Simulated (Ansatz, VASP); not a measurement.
# BAs: VASP beside Ansatz, part 3 of 3

Aim: how closely do two programs agree when they are given the same cell, functional and k mesh? The cell is taken from a series of runs on this material, whose earlier steps may have relaxed, scaled, displaced or heated it; both programs get it as it stands.

VASP 6.6.1 and Ansatz 0.2.0.

So far: The starting structure; Ansatz: zone-centre phonons, LDA, pair 1; VASP: zone-centre phonons, LDA, pair 1; Comparison.

### Step 5. Ansatz: zone-centre phonons, LDA, pair 2

Level of this step: Ansatz beside VASP: Kohn-Sham DFT, plane waves, LDA (Ansatz).

Second derivatives magnify differences that forces hide, and they need a tight electronic threshold. The cell compared in this pair holds 26.95 Å³, against 26.02 Å³ for the pair before.

The cell is taken from a series of runs on this material, whose earlier steps may have relaxed, scaled, displaced or heated it; both programs get it as it stands.

input.yaml

```yaml
crystal:
  lattice:
    - [-0.0194387502, 2.3700505032, 2.3700505032]
    - [2.3700505032, -0.0194387502, 2.3700505032]
    - [2.3700505032, 2.3700505032, -0.0194387502]
  atoms:
    - { symbol: B, position: [0.0003753411, 0.0003753411, 0.0003753411] }
    - { symbol: As, position: [0.7496246589, 0.7496246589, 0.7496246589] }
kpoints:
  mp_grid: { grid: [12, 12, 12] }
hamiltonian:
  xc: lda
  pseudopotentials: { kind: paw, azcp: { folder: soft_1 }, xc_functional: pbe }
scf:
  occupations: { method: fixed }
output:
  eigenvalues: true
phonons:
  method: dfpt
  dielectric: true
  rigid_motions: translations
```

The run is started by

```console
ansatz run input.yaml --threads 4 --pin off --max-ram 10240MiB --backend cpu --events-out ev --progress --plain --runs-dir out
```

Numbers of over 12 decimals in the logs are rounded to 6 here.

Output:

```text
[...]
Crystal: 2 atoms, lattice volume = 26.953 Å³
Basis set: ecut = 420 eV, 531 PW (Γ), exchange–correlation on 48×48×48 points (8 copies of the dense FFT grid, shifted against one another)
Bands: 13, of which v1, the nominal top of the filled ones, is band 9 counted from 1 (8 counted from 0)
Symmetry: 6 space group operations
k-points: 476 of 1728 (irreducible under 2 space group operations, time reversal used)
[...]
optical modes at Γ + LO–TO along q̂ = [1.0000, 0.0000, 0.0000]:
      ω (cm⁻¹)  modes    IR ((D/Å)²/amu)
[...]
optical modes at Γ + LO–TO along q̂ = [0.0000, 1.0000, 0.0000]:
      ω (cm⁻¹)  modes    IR ((D/Å)²/amu)
[...]
696.93      1             0.6286
  optical modes at Γ + LO–TO along q̂ = [0.0000, 0.0000, 1.0000]:
      ω (cm⁻¹)  modes    IR ((D/Å)²/amu)
        683.48      1             0.5596
        685.45      1             0.5610
        696.93      1             0.6286
[key lines of the parts left out:]
SCF converged after 9 iterations
Free energy (F): -4923.529053 eV
Fermi energy:    10.648144 eV
```

### Step 6. VASP: zone-centre phonons, LDA, pair 2

The same cell, functional (in two slightly different forms) and mesh now go to VASP, with its own data sets.

INCAR

```
SYSTEM = BAs
PREC = Accurate
ENCUT = 500
EDIFF = 1E-08
NELM = 120
ISMEAR = 0
SIGMA = 0.01
LREAL = .FALSE.
ALGO = Normal
GGA = CA
NBANDS = 10
LORBIT = 11
LWAVE = .FALSE.
LCHARG = .FALSE.
ISIF = 2
IBRION = 8
LEPSILON = .TRUE.
LASPH = .TRUE.
GGA_COMPAT = .FALSE.
EFERMI = MIDGAP
KPAR = 2
```

POSCAR

```
BAs
1.0
   -0.0194387502      2.3700505032      2.3700505032
    2.3700505032     -0.0194387502      2.3700505032
    2.3700505032      2.3700505032     -0.0194387502
B As
1 1
Direct
    0.0003753411      0.0003753411      0.0003753411
    0.7496246589      0.7496246589      0.7496246589
```

KPOINTS

```
Automatic mesh
0
Gamma
12 12 12
0 0 0
```

Potentials, in the order of the species: B and As (LDA family, release 64).

The run is started by

```console
mpirun -np 2 vasp_std
```

Output:

```text
[... set-up lines as in an earlier step ...]
 entering main loop
       N       E                     dE             d eps       ncg     rms          rms(c)
DAV:   1     0.109511182166E+02    0.10951E+02   -0.37759E+03  3780   0.686E+02
DAV:   2    -0.129868349427E+02   -0.23938E+02   -0.22737E+02  5206   0.106E+02
DAV:   3    -0.136668732922E+02   -0.68004E+00   -0.67861E+00  4512   0.178E+01
DAV:   4    -0.136689161329E+02   -0.20428E-02   -0.20427E-02  4622   0.108E+00
[...]
DAV:  11    -0.129226685285E+02   -0.14208E-05   -0.16257E-06  4614   0.947E-03    0.125E-02
DAV:  12    -0.129226683730E+02    0.15554E-06   -0.78564E-07  4182   0.394E-03    0.266E-03
DAV:  13    -0.129226683759E+02   -0.28710E-08   -0.32475E-08  4332   0.128E-03
   1 F= -.12922668E+02 E0= -.12922668E+02  d E =0.000000E+00
 Linear response reoptimize wavefunctions to high precision
DAV:   1    -0.129226683751E+02    0.80024E-09   -0.55481E-09  4198   0.349E-04
DAV:   2    -0.129226683751E+02   -0.80149E-11   -0.13760E-10  2370   0.960E-05
 Linear response G [H, r] |phi>, progress :
  Direction:   1
[...]
RMM:   8    -0.409616662094E-01   -0.87723E-08   -0.17423E-08 17083   0.617E-05    0.178E-05
 first order change of Fermi-energy   0.22154E+01
 force on displaced ion       1 direction 1 : -16.660  -0.193  -0.193
 Born effective charge ion    1 direction 1 :  -0.530  -0.010  -0.010
 Linear response progress:
  Degree of freedom:   2/  2
       N       E                     dE             d eps       ncg     rms          rms(c)
RMM:   1    -0.400489360834E-01   -0.40049E-01    0.30826E-02 23112   0.115E+00
RMM:   2    -0.378250063452E-01    0.22239E-02   -0.66329E-04 15181   0.216E-01    0.969E-02
RMM:   3    -0.377290018065E-01    0.96005E-04    0.21725E-05 16254   0.270E-02    0.567E-02
RMM:   4    -0.377513299669E-01   -0.22328E-04    0.16396E-05 16013   0.300E-02    0.316E-03
[...]
RMM:   9    -0.377468756375E-01    0.24654E-07   -0.25126E-08 17811   0.330E-05    0.462E-06
RMM:  10    -0.377468978557E-01   -0.22218E-07   -0.18865E-08 15921   0.263E-05    0.294E-07
RMM:  11    -0.377468990992E-01   -0.12435E-08   -0.11939E-08 11423   0.249E-05    0.127E-07
 first order change of Fermi-energy  -0.22151E+01
 force on displaced ion       2 direction 1 : -16.661  -0.194  -0.194
 Born effective charge ion    2 direction 1 :   0.525   0.010   0.010
 Born effective charges drift removed
 Linear response finished
```

From OUTCAR (step 6):

```text
  Total       -0.2600863     -0.2600863     -0.2600863      0.2092899      0.2092899      0.2092899
  in kB      -15.4601975    -15.4601975    -15.4601975     12.4407254     12.4407254     12.4407254
  external PRESSURE =     -15.4601975 kB  Pullay stress =       0.0000000 kB

 POSITION                                       TOTAL-FORCE (eV/Angst)
 -----------------------------------------------------------------------------------
      0.00177      0.00177      0.00177         0.002468      0.002468      0.002468
      3.53872      3.53872      3.53872        -0.002468     -0.002468     -0.002468
 -----------------------------------------------------------------------------------
    total drift:                               -0.000111     -0.000111     -0.000111

 MACROSCOPIC STATIC DIELECTRIC TENSOR (including local field effects in DFT)
 ------------------------------------------------------
           9.724249    -0.068631    -0.068631
          -0.068631     9.724249    -0.068631
          -0.068631    -0.068631     9.724249
 ------------------------------------------------------

 MACROSCOPIC STATIC DIELECTRIC TENSOR IONIC CONTRIBUTION
 ------------------------------------------------------
           0.112288     0.002656     0.002656
           0.002656     0.112288     0.002656
           0.002656     0.002656     0.112288
 ------------------------------------------------------

[... 1 part as in an earlier step ...]

[... 1 further part left out ...]
```

### Step 7. Comparison

What differs besides the data sets and the points named for the pairs above, as far as they apply: the data sets hold 18 valence electrons in Ansatz (on its PAW soft_1 files) and 8 in VASP. Total energies have different zeros and are not compared.

The two programs side by side:

```csv
quantity,Ansatz,VASP,difference
ε∞ xx,9.73,9.72,+0.08 %
ε∞ yy,9.73,9.72,+0.08 %
ε∞ zz,9.73,9.72,+0.08 %
Born charge of B1 (mean of the diagonal) (e),-0.49,-0.53,+0.04
Born charge of As2 (mean of the diagonal) (e),0.49,0.53,-0.04
optical mode 1 to 2 (cm⁻¹),683.5,688.5,-0.72 %
optical mode 3 (cm⁻¹),695.5,700.5,-0.71 %
```

Modes are paired by rising frequency, not by their patterns, so a pair may set unlike modes beside each other; they are those without the splitting of longitudinal modes.

### Step 8. Outcome

```json
{
  "r.m.s. difference of the optical zone-centre modes, each program's sorted by frequency (zone-centre phonons, LDA, pair 1)": "5.2 cm⁻¹",
  "difference in optical mode 2 to 3 (zone-centre phonons, LDA, pair 1)": "-0.7 %",
  "r.m.s. difference of the optical zone-centre modes, each program's sorted by frequency (zone-centre phonons, LDA, pair 2)": "5.0 cm⁻¹",
  "difference in optical mode 1 to 2 (zone-centre phonons, LDA, pair 2)": "-0.7 %"
}
```

The r.m.s. difference of the optical zone-centre modes, each program's sorted by frequency is 5.2 cm⁻¹ (zone-centre phonons, LDA, pair 1). The data sets hold unlike numbers of valence electrons (18 in Ansatz and 8 in VASP), so part of the differences comes from the potentials. Among the rows given in per cent, the largest difference of the zone-centre phonons, LDA, pair 1 pair is in optical mode 2 to 3, -0.7 %. Among the rows given in per cent, the largest difference of the zone-centre phonons, LDA, pair 2 pair is in optical mode 1 to 2, -0.7 %. How closely two codes agree says nothing of how well the functional describes the real material.

[Lines on the potential files, build, host, timing and source positions are cut from VASP's logs without a mark.]

[Logs are printed without paths, hosts, clocks, repeated set-up lines and the standing remarks that a program may print on its own settings, such as how far it seeks lower states.]

[Hosts, paths, dates, database ids (printed as entryN), source tags and the programs' standing remarks are cut or masked in the printed files.]
